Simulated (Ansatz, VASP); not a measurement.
# Cross-check of C (Diamond) between VASP and Ansatz

Wanted: the spread between two codes on one cell, functional and k mesh.

Program: Ansatz 0.2.0. Level of theory: plane waves, with VASP 6.6.1 beside it; band structure at HSE06 and band structure at B3LYP with an exact-exchange share of 0.2. Results are calculated unless marked as measured.

## Step 1: The structure

Symmetry: Fd-3m, No. 227, cubic system. Conventional cell: a = 3.567 Å, b = 3.567 Å, c = 3.567 Å, α = 90.00°, β = 90.00°, γ = 90.00°. Nearest to C lie 4 C at 1.54 Å.

## Step 2: Ansatz: band structure, HSE06

Ansatz runs on its default PAW (the set named soft_2) files.

The same path points are solved in both programs, so levels can be compared one by one.

File input.yaml:

```yaml
crystal:
  lattice:
    - [0.0, 1.78337, 1.78337]
    - [1.78337, 0.0, 1.78337]
    - [1.78337, 1.78337, 0.0]
  atoms:
    - { symbol: C, position: [0.0, 0.0, 0.0] }
    - { symbol: C, position: [0.25, 0.25, 0.25] }
hamiltonian:
  xc: { exchange: pbe, correlation: pbe, exx: { coeff: 0.25, omega: 0.2 } }
  pseudopotentials: { kind: paw }
kpoints:
  mp_grid: { grid: [7, 7, 7] }
  band_path:
    path:
      - [0.0, 0.0, 0.0]
      - [0.4, 0.0, 0.4]
      - [0.5, 0.0, 0.5]
      - [0.5, 0.2, 0.7]
      - [0.4, 0.35, 0.75]
      - [0.15, 0.15, 0.3]
      - [0.2, 0.2, 0.2]
      - [0.55, 0.4, 0.55]
      - [0.6, 0.25, 0.65]
      - [0.5, 0.25, 0.75]
      - [0.5, 0.5, 0.5]
      - [0.375, 0.375, 0.75]
      - [0.5, 0.0, 0.5]
    npoints: 1
scf:
  occupations: { method: gaussian, width: 0.02 }
  n_extra_bands: 7
output:
  forces: true
  stress: true
  eigenvalues: true
```

The run is started by

```bash
ansatz run input.yaml --threads 4 --pin off --max-ram 9216MiB --backend cpu --events-out ev --progress --plain --runs-dir out
```

Numbers of over 12 decimals in the logs are rounded to 6 here.

Log:

```text
Warning: output.stress: scf.convergence.dr2_threshold = 1e-7 eV (the SCF's general default) is looser than the 2e-10 eV advised for a printed stress (1e-10 eV for each atom of the cell: 2). What an SCF threshold leaves in a stress goes as its square root, and in the free energy as the threshold itself, and one threshold admits the most on a small cell: [figures from the program's tests cut] Set scf.convergence.dr2_threshold to 2e-10 eV or tighter. The threshold is an SCF's pass mark: one that does not reach it within its budget of iterations ends unconverged, or closes short of it on a stop that the run arms, and scf.convergence.dr2_threshold's page says what that costs each kind of run
Warning: output.stress: scf.exx.energy_threshold = 1e-6 eV is looser than the 2e-8 eV advised for a stress under a hybrid functional (1e-8 eV for each atom of the cell: 2). Every SCF of the exchange loop can meet its threshold on dr2 while the loop round them stops early: no threshold on dr2 bounds what that leaves in the stress. Set scf.exx.energy_threshold to 2e-8 eV or tighter. The threshold is the loop's pass mark: a loop that does not reach it within its budget of cycles ends unconverged, and scf.exx.energy_threshold's page has the law
scf.n_extra_bands = 7 over 4 filled bands (N_el = 8.0): the run solves 11 bands
Engine: ansatz 0.2.0, aarch64-unknown-linux-gnu
Pseudopotentials: kind: paw
Pseudopotential: C, paw, valence charge 4, recommended cutoff 420 eV (normal), C.paw.azcp
Functional definition: unnamed
  parameter a_1 = 0.25
  parameter omega_1 = 0.2/angstrom
  exchange = pbe_x + (-a_1)*pbe_x_sr(omega_1) + a_1*exact_x_sr(omega_1)
  correlation = pbe_c
Crystal: 2 atoms, lattice volume = 11.344 Å³
Basis set: ecut = 420 eV, 229 PW (Γ), exchange–correlation on 36×36×36 points (8 copies of the dense FFT grid, shifted against one another)
Bands: 11, of which v1, the nominal top of the filled ones, is band 4 counted from 1 (3 counted from 0)
Symmetry: 48 space group operations
Space group: Fd-3m (ITA 227), of the structure as read, at distance tolerance 2.2e-5 Å
k-points: 20 of 343
Non-local potential: C, projectors of the file, l = 0: 2, l = 1: 2, l = 2: 1
PAW form: soft (Blöchl's): semilocal exchange-correlation on the pseudo side does not see the compensation charge
PAW frozen core: C, regenerated for the run's functional, and the local potential with it (the file was generated under x = pbe(κ = 0.804, μ = 0.219515), c = pbe(β = 0.066725))
PAW one-centre angular grid: C, 110 points (default); XC on 64 Gauss nodes
Initial density: superposition of atomic densities (neutral atoms: chi_scale 0, normalization atom), corrected by the library's trained network
Initial wavefunctions: pseudopotential atomic-orbital guess
Functional: x = pbe(κ = 0.804, μ = 0.219515), c = pbe(β = 0.066725), warm-up for x = pbe(κ = 0.804, μ = 0.219515) + 0.25 (exact − pbe) at short range (hse, ω = 0.2 Å⁻¹), c = pbe(β = 0.066725)
SCF iter   1: F=—  HF=-501.612798 eV  |F-HF|=—  |Δ(HF+E_count)|=         —  Δρ=1.70e-3  dr2=9.10e-5  ethr=1.77e-3  ⟨swp⟩=2.0  Hψ=1404  notcnv=0
preconditioner: auto → none  [insulator: Δε(μ)=4.277 eV  Ē_g=25.000 eV  σ=0.020 eV  W_gap=1.00  n_scr=0 (ndim 8)  ℏωp=31.2 eV  f_vac=0.000  D(μ)=0.00/eV (n_scr^D=0)]
SCF iter   2: F=-501.612984 eV  HF=-501.612935 eV  |F-HF|=4.92e-5  |Δ(HF+E_count)|=   1.37e-4  Δρ=8.37e-4  dr2=1.84e-5  ethr=1.14e-6  ⟨swp⟩=2.3  Hψ=326  notcnv=0  defer=5
SCF 1 stopped early in 2 iterations: F = -501.612984 eV  dr2 = 1.84e-5
  greatest PAW one-centre occupation: 0.644 electrons in one spin orbital (limit 2), on the C atom at site 1 (counted from 0), in its partial waves of l = 0
Initial density: handed on by an earlier stage of this run
Initial wavefunctions: those handed on with the density
Functional: x = pbe(κ = 0.804, μ = 0.219515) + 0.25 (exact − pbe) at short range (hse, ω = 0.2 Å⁻¹), c = pbe(β = 0.066725)
Exchange kernel: α = 0.2500, screened, ω = 0.2000 Å⁻¹, Wigner–Seitz truncation, v(0) = 1117.0771 eV·Å³, q-mesh 7×7×7, nearest image of the exchange supercell L = 17.65 Å, pair-density grid 12×12×12, without the augmentation charges, whose exchange is taken in its separable form by FFT convolution over the k-point mesh (sized by the pseudopotential files, 15×15×15 at the most), smooth part of the exact exchange by density-matrix convolution
Frozen-core exchange: fock
SCF iter   1: F=—  HF=-501.764237 eV  |F-HF|=—  |Δ(HF+E_count)|=         —  Δρ=9.98e-3  dr2=4.65e-3  ethr=2.30e-6  ⟨swp⟩=5.2  Hψ=972  notcnv=0
preconditioner: auto → none  [insulator: Δε(μ)=5.369 eV  Ē_g=27.709 eV  σ=0.020 eV  W_gap=1.00  n_scr=0 (ndim 8)  ℏωp=31.2 eV  f_vac=0.000  D(μ)=0.00/eV (n_scr^D=0)]
SCF iter   2: F=—  HF=-501.762423 eV  |F-HF|=—  |Δ(HF+E_count)|=   1.81e-3  Δρ=4.23e-3  dr2=7.45e-4  ethr=2.30e-6  ⟨swp⟩=3.0  Hψ=520  notcnv=0
SCF iter   3: F=—  HF=-501.763952 eV  |F-HF|=—  |Δ(HF+E_count)|=   1.53e-3  Δρ=8.91e-4  dr2=2.67e-5  ethr=2.30e-6  ⟨swp⟩=3.0  Hψ=373  notcnv=0
iter 4 solved again at ethr=1.00e-8 eV; its pass at ethr=3.11e-7 eV (dr2=8.01e-7 eV) is discarded
SCF iter   4: F=—  HF=-501.763942 eV  |F-HF|=—  |Δ(HF+E_count)|=   9.79e-6  Δρ=1.51e-4  dr2=2.17e-6  ethr=1.00e-8  ⟨swp⟩=2.0  Hψ=727  notcnv=0
SCF iter   5: F=-501.763953 eV  HF=-501.763954 eV  |F-HF|=1.77e-7  |Δ(HF+E_count)|=   1.16e-5  Δρ=6.75e-5  dr2=3.45e-7  ethr=9.81e-9  ⟨swp⟩=3.0  Hψ=378  notcnv=0
SCF 2 stopped early in 5 iterations: F = -501.763953 eV  dr2 = 3.45e-7
  greatest PAW one-centre occupation: 0.647 electrons in one spin orbital (limit 2), on the C atom at site 1 (counted from 0), in its partial waves of l = 0
hybrid outer 1: dexx = +1.999e-3 eV, tail = 9.41e-6 eV
Exchange kernel: α = 0.2500, screened, ω = 0.2000 Å⁻¹, Wigner–Seitz truncation, v(0) = 1117.0771 eV·Å³, q-mesh 7×7×7, nearest image of the exchange supercell L = 17.65 Å, pair-density grid 12×12×12, without the augmentation charges, whose exchange is taken in its separable form by FFT convolution over the k-point mesh (sized by the pseudopotential files, 15×15×15 at the most), smooth part of the exact exchange by density-matrix convolution
Frozen-core exchange: fock
SCF iter   1: F=—  HF=-501.764002 eV  |F-HF|=—  |Δ(HF+E_count)|=         —  Δρ=7.74e-5  dr2=3.60e-7  ethr=5.88e-7  ⟨swp⟩=3.2  Hψ=497  notcnv=0
preconditioner: auto → none  [insulator: Δε(μ)=5.432 eV  Ē_g=27.717 eV  σ=0.020 eV  W_gap=1.00  n_scr=0 (ndim 8)  ℏωp=31.2 eV  f_vac=0.000  D(μ)=0.00/eV (n_scr^D=0)]
SCF iter   2: F=-501.764002 eV  HF=-501.764002 eV  |F-HF|=4.97e-9  |Δ(HF+E_count)|=   8.76e-8  Δρ=1.53e-5  dr2=1.25e-8  ethr=3.40e-9  ⟨swp⟩=3.0  Hψ=345  notcnv=0
SCF 3 converged in 2 iterations: F = -501.764002 eV  dr2 = 1.25e-8
  Residual-converged pass: ⟨swp⟩=3.0  Hψ=377  notcnv=0  max |occ|·‖R‖ = 2.1e-6 eV (tolerance 2.4e-6 eV)  dr2=1.25e-8  dr2_onsite=7.80e-10  max |Δocc| = 0.0e0
hybrid outer 2: dexx = +1.323e-7 eV, tail = 3.03e-8 eV, Δε = 2.26e-3 eV (about 1.29e-4 eV left of the loop's levels)
NSCF: frozen V_eff on 13 k-points
hybrid SCF converged: 2 outer / 7 inner (+2 warm-up), last move |dexx| = 1.32e-7 eV, tail = 3.03e-8 eV
Stability not checked: this state was not tested for a lower state beside it, because the functional holds exact exchange (a hybrid, or Hartree-Fock), whose exchange loop this test does not read (fock_operator; see scf.lower_state_search)
Free energy (F): -501.764002 eV
Frozen-core exchange: fock
Harris-Foulkes:  -501.764002 eV  (|F-HF|=4.97e-9)
Internal energy: -501.764002 eV  (E = F + TS)
E sigma→0 (E₀):  -501.764002 eV
Fermi energy:    15.401681 eV
--- Per-component energies (eV) ---
  E_band       = 22.707629
  E_kinetic    = 184.019970
  E_local      = -120.650099  (includes V_loc(G=0)·N_el)
  E_nonlocal   = 52.223836
  E_hartree    = 26.460480
  E_xc         = -78.798045
  E_vxc        = -96.849531  (∫ρ·V_xc dr)
  E_exx        = -18.419286  (= α·E_x^exact, valence–valence)
  E_paw        = -198.605054  (= ΣΔE_a)
  E_vpaw       = -12.118610  (= ΣTr[D̂ρ^β])
  E_aug_tail   = 0.000017  (compensation charges beyond the density's cutoff)
  E_ewald      = -347.961363
  E_core_change = -0.034457  (= ΣΔE_core)
  E_smearing   = -0.000000  (= −TS)
  E_closure    = -0.000001  (closes the sum)
  Σ components = -501.764002   (vs F -501.764002, Δ=0.00e0)
--- Forces (eV/Å), atoms counted from 1 ---
  atom   1  C      0.00000000    -0.00000000    -0.00000000
  atom   2  C     -0.00000000    -0.00000000    -0.00000000
  max |Σ_I F_I| component: 8.33e-17 eV/Å
--- Stress (GPa, compression-positive) ---
       -8.190566       0.000000       0.000000
       -0.000000      -8.190566       0.000000
       -0.000000      -0.000000      -8.190566
  P = ⅓ Tr σ = -8.1906 GPa (-81.906 kbar)
--- Band table (eV; the first three rows and the last of 20) ---
  k-point 0: bands = [-10.8496, 12.6856, 12.6856, 12.6856, 19.6858, 19.6858, 19.6858, 27.9298, ... 3 higher]
  k-point 1: bands = [-10.2396, 9.4588, 11.8205, 11.8205, 20.8283, 20.8283, 21.2485, 28.4524, ... 3 higher]
  k-point 2: bands = [-8.4349, 4.1336, 10.4916, 10.4916, 22.3325, 22.3325, 22.5440, 29.6271, ... 3 higher]
  k-point 19: bands = [-1.6977, 0.1538, 2.7508, 5.5115, 22.2559, 26.1426, 27.4830, 28.3049, ... 3 higher]
```

Elapsed: 7.4 s, on 4 threads of Arm Neoverse V2, shared host; peak memory 0.44 GiB.

Reading the cycles: dr2 is the Hartree energy of the density residual (eV), the measure of convergence; HF is the Harris–Foulkes estimate of the energy, which meets the free energy F at convergence.

## Step 3: VASP: band structure, HSE06

The same cell, functional, mesh and smearing now go to VASP, with its own data sets and cutoff.

Lines of VASP's logs that name or quote its potential files are left out, and so is its time.

The run reads the wave functions of an earlier VASP run, which isn't shown here.

File INCAR:

```
SYSTEM = C
PREC = Accurate
ENCUT = 520
EDIFF = 1E-06
NELM = 100
ISMEAR = 0
SIGMA = 0.02
LREAL = .FALSE.
ALGO = Normal
LHFCALC = .TRUE.
AEXX = 0.25
GGA = PE
HFSCREEN = 0.2
LASPH = .TRUE.
NBANDS = 10
PRECFOCK = Fast
LORBIT = 11
LWAVE = .FALSE.
LCHARG = .FALSE.
KPAR = 4
```

File POSCAR:

```
C
1.0
    0.0000000000      1.7833700000      1.7833700000
    1.7833700000      0.0000000000      1.7833700000
    1.7833700000      1.7833700000      0.0000000000
C
2
Direct
    0.0000000000      0.0000000000      0.0000000000
    0.2500000000      0.2500000000      0.2500000000
```

File KPOINTS:

```
Automatic mesh
0
Gamma
7 7 7
0 0 0
```

File KPOINTS_OPT:

```
Line mode
6
Line-mode
Reciprocal
  0.00000000   0.00000000   0.00000000 GAMMA
  0.50000000   0.00000000   0.50000000 X

  0.50000000   0.00000000   0.50000000 X
  0.50000000   0.25000000   0.75000000 W

  0.50000000   0.25000000   0.75000000 W
  0.37500000   0.37500000   0.75000000 K

  0.37500000   0.37500000   0.75000000 K
  0.00000000   0.00000000   0.00000000 GAMMA

  0.00000000   0.00000000   0.00000000 GAMMA
  0.50000000   0.50000000   0.50000000 L

  0.50000000   0.50000000   0.50000000 L
  0.62500000   0.25000000   0.62500000 U

  0.62500000   0.25000000   0.62500000 U
  0.50000000   0.25000000   0.75000000 W

  0.50000000   0.25000000   0.75000000 W
  0.50000000   0.50000000   0.50000000 L

  0.50000000   0.50000000   0.50000000 L
  0.37500000   0.37500000   0.75000000 K

  0.62500000   0.25000000   0.62500000 U
  0.50000000   0.00000000   0.50000000 X
```

Potentials, in the order of the species: C (PBE family, release 64).

The run is started by

```bash
mpirun -np 4 vasp_std
```

Log:

```text
[banner, memory and clock lines left out]
running    4 mpi-ranks, on    1 nodes
 distrk:  each k-point on    1 cores,    4 groups
 distr:  one band on    1 cores,    1 groups

 POSCAR found type information on POSCAR C
 POSCAR found :  1 types and       2 ions
 LDA part: xc-table for (Slater+PW92), standard interpolation
 found WAVECAR, reading the header
 POSCAR, INCAR and KPOINTS ok, starting setup
 FFT: planning ... GRIDC
 FFT: planning ... GRID_SOFT
 FFT: planning ... GRID
 reading WAVECAR
 the WAVECAR file was read successfully
 initial charge from wavefunction
 entering main loop
       N       E                     dE             d eps       ncg     rms          rms(c)
DAV:   1    -0.210862327087E+02   -0.21086E+02   -0.28535E-01   414   0.416E+00    0.716E-01
DAV:   2    -0.210865694504E+02   -0.33674E-03   -0.14362E-03   430   0.322E-01    0.448E-01
DAV:   3    -0.210860014032E+02    0.56805E-03   -0.36872E-04   420   0.158E-01    0.243E-01
DAV:   4    -0.210858477497E+02    0.15365E-03   -0.11356E-04   408   0.913E-02    0.130E-01
DAV:   5    -0.210858060812E+02    0.41669E-04   -0.26968E-05   422   0.449E-02    0.697E-02
DAV:   6    -0.210857941141E+02    0.11967E-04   -0.64439E-06   420   0.225E-02    0.376E-02
DAV:   7    -0.210857905632E+02    0.35510E-05   -0.16067E-06   394   0.115E-02    0.204E-02
DAV:   8    -0.210857895608E+02    0.10024E-05   -0.36611E-07   206   0.571E-03    0.115E-02
DAV:   9    -0.210857892457E+02    0.31508E-06   -0.13122E-07   206   0.372E-03
   1 F= -.21085789E+02 E0= -.21085789E+02  d E =-.326892E-30
 Start KPOINTS_OPT (optional k-point list driver)
k-point batch [1-20\60]
       N       E                     dE             ncg
DAV:   1     0.263086271967E+03   -0.83945E+04      400
DAV:   2    -0.146322396624E+03   -0.40941E+03      512
DAV:   3    -0.166001420553E+03   -0.19679E+02      492
DAV:   4    -0.166189988397E+03   -0.18857E+00      440
DAV:   5    -0.166191940462E+03   -0.19521E-02      444
DAV:   6    -0.166191943969E+03   -0.35069E-05      452
DAV:   7    -0.166191943977E+03   -0.79987E-08      364
[...]
k-point batch [41-60\60]
       N       E                     dE             ncg
DAV:   1     0.174011454481E+03   -0.88431E+04      416
DAV:   2    -0.210242177232E+03   -0.38425E+03      508
DAV:   3    -0.220936317111E+03   -0.10694E+02      500
DAV:   4    -0.221019067771E+03   -0.82751E-01      484
DAV:   5    -0.221019267289E+03   -0.19952E-03      470
DAV:   6    -0.221019267541E+03   -0.25223E-06      460
```

From OUTCAR (step 3):

```text
ion  position               nearest neighbor table
   1  0.000  0.000  0.000-   2 1.54   2 1.54   2 1.54   2 1.54
   2  0.250  0.250  0.250-   1 1.54   1 1.54   1 1.54   1 1.54

  LATTYP: Found a face centered cubic cell.
 ALAT       =     3.5667400000

 Subroutine GETGRP returns: Found 48 space group operations
 (whereof 24 operations were pure point group operations)

The static configuration has the point symmetry T_d .
 The point group associated with its full space group is O_h .

 Found     20 irreducible k-points:

   k-points           NKPTS =     20   k-points in BZ     NKDIM =    343   number of bands    NBANDS=     10

   dimension x,y,z NGX =    20 NGY =   20 NGZ =   20
   dimension x,y,z NGXF=    40 NGYF=   40 NGZF=   40

   ENCUT  =  520.0 eV  38.22 Ry    6.18 a.u.   4.69  4.69  4.69*2*pi/ulx,y,z

   NELECT =       8.0000    total number of electrons

 k-points in reciprocal lattice and weights: Automatic mesh
   0.00000000  0.00000000  0.00000000       0.003
   0.14285714  0.00000000  0.00000000       0.023
   0.28571429  0.00000000  0.00000000       0.023
   0.42857143  0.00000000  0.00000000       0.023
   0.14285714  0.14285714  0.00000000       0.017
   0.28571429  0.14285714  0.00000000       0.070
   0.42857143  0.14285714  0.00000000       0.070
  -0.42857143  0.14285714  0.00000000       0.070
  -0.28571429  0.14285714  0.00000000       0.070
[...]
-0.42857143  0.42857143  0.14285714       0.070
  -0.28571429  0.42857143  0.14285714       0.070

  exchange ACFDT corr.  =         0.00000000  see jH, gK, PRB 81, 115126

 average (electrostatic) potential at core
       1 -41.6359       2 -41.6359

 E-fermi :   9.2575

 k-point     1 :       0.0000    0.0000    0.0000
  band No.  band energies     occupation
      1     -14.4401      2.00000
      2       9.1013      2.00000
      3       9.1013      2.00000
      4       9.1013      2.00000
      5      16.0948      0.00000
      6      16.0948      0.00000
      7      16.0948      0.00000
      8      24.3881      0.00000
      9      29.9690      0.00000
    ...

 k-point     2 :       0.1429    0.0000    0.0000
  band No.  band energies     occupation
      1     -13.8296      2.00000
      2       5.8746      2.00000
      3       8.2379      2.00000
      4       8.2379      2.00000
      5      17.2386      0.00000
      6      17.2386      0.00000
      7      17.6621      0.00000
      8      24.9067      0.00000
      9      30.8817      0.00000
    ...

 k-point     3 :       0.2857    0.0000    0.0000
  band No.  band energies     occupation
      1     -12.0239      2.00000
      2       0.5482      2.00000
      3       6.9105      2.00000
      4       6.9105      2.00000
      5      18.7415      0.00000
      6      18.7415      0.00000
      7      18.9663      0.00000
      8      26.0682      0.00000
      9      31.7047      0.00000
    ...

  energy-cutoff  :      520.00
  volume of cell :       11.34
      direct lattice vectors                 reciprocal lattice vectors
     0.000000000  1.783370000  1.783370000    -0.280368067  0.280368067  0.280368067
     1.783370000  0.000000000  1.783370000     0.280368067 -0.280368067  0.280368067
     1.783370000  1.783370000  0.000000000     0.280368067  0.280368067 -0.280368067

 POSITION                                       TOTAL-FORCE (eV/Angst)
 -----------------------------------------------------------------------------------
      0.00000      0.00000      0.00000         0.000000     -0.000000     -0.000000
      0.89168      0.89168      0.89168        -0.000000      0.000000      0.000000
 -----------------------------------------------------------------------------------
    total drift:                               -0.000000     -0.000000     -0.000000

  FREE ENERGIE OF THE ION-ELECTRON SYSTEM (eV)
  ---------------------------------------------------
  free  energy   TOTEN  =       -21.0857892457 eV

  energy  without entropy=      -21.0857892457  energy(sigma->0) =      -21.08578925

 total charge
# of ion       s       p       d       tot
------------------------------------------
    1        0.834   1.742   0.000   2.576
    2        0.834   1.742   0.000   2.576
--------------------------------------------------
tot          1.667   3.484   0.000   5.151

[... 3 further parts left out ...]
```

## Step 4: Differences

Known differences besides the potentials themselves: exact exchange at q = 0 is treated differently, which shows on coarse meshes; VASP keeps PBE cores, Ansatz makes them for the functional; the cutoff is 420 eV in Ansatz and 520 eV in VASP; VASP takes a coarser grid for exact exchange (PRECFOCK = Fast). Total energies have different zeros and are not compared.

Both answers:

| quantity | Ansatz | VASP | difference |
| --- | --- | --- | --- |
| gap over the path points (eV) | 5.343 | 5.333 | +0.009 |

Levels at points of the path, from each program's valence-band top (eV; 3 filled, then empty):

| k (reciprocal lattice) | Ansatz | VASP |
| --- | --- | --- |
| 0.000 0.000 0.000 | 0.00 0.00 0.00 7.00 7.00 7.00 | 0.00 0.00 0.00 6.99 6.99 6.99 |
| 0.400 0.000 0.400 | -10.44 -6.48 -6.48 5.34 7.45 17.98 | -10.44 -6.48 -6.48 5.33 7.44 17.99 |
| 0.500 0.000 0.500 | -14.07 -6.88 -6.88 5.94 5.94 19.24 | -14.08 -6.87 -6.87 5.93 5.93 19.25 |
| 0.500 0.200 0.700 | -13.34 -8.83 -8.83 10.89 10.89 15.51 | -13.35 -8.83 -8.83 10.89 10.89 15.52 |
| 0.400 0.350 0.750 | -12.93 -10.08 -6.11 7.26 12.41 16.34 | -12.93 -10.08 -6.10 7.26 12.41 16.35 |
| 0.150 0.150 0.300 | -5.52 -4.52 -1.21 8.83 10.12 10.37 | -5.52 -4.52 -1.21 8.82 10.12 10.37 |
| 0.200 0.200 0.200 | -5.33 -1.43 -1.43 8.85 8.85 9.22 | -5.33 -1.43 -1.43 8.85 8.85 9.22 |
| 0.550 0.400 0.550 | -14.08 -5.40 -3.93 8.98 11.83 12.52 | -14.08 -5.40 -3.93 8.98 11.82 12.54 |
| 0.600 0.250 0.650 | -12.93 -10.08 -6.11 7.26 12.41 16.34 | -12.93 -10.08 -6.10 7.26 12.41 16.35 |
| 0.500 0.250 0.750 | -13.24 -9.04 -9.04 12.18 12.18 14.26 | -13.24 -9.04 -9.04 12.18 12.18 14.27 |

Among the levels compared at these points, filled levels agree within 5 meV and empty ones within 12 meV.

[end of part 1 of 2]

[Lines on the potential files, build, host, timing and source positions are cut from VASP's logs without a mark.]

[Logs are printed without paths, hosts, clocks, repeated set-up lines and the standing remarks that a program may print on its own settings, such as how far it seeks lower states.]

[Hosts, paths, dates, database ids (printed as entryN), source tags and the programs' standing remarks are cut or masked in the printed files.]
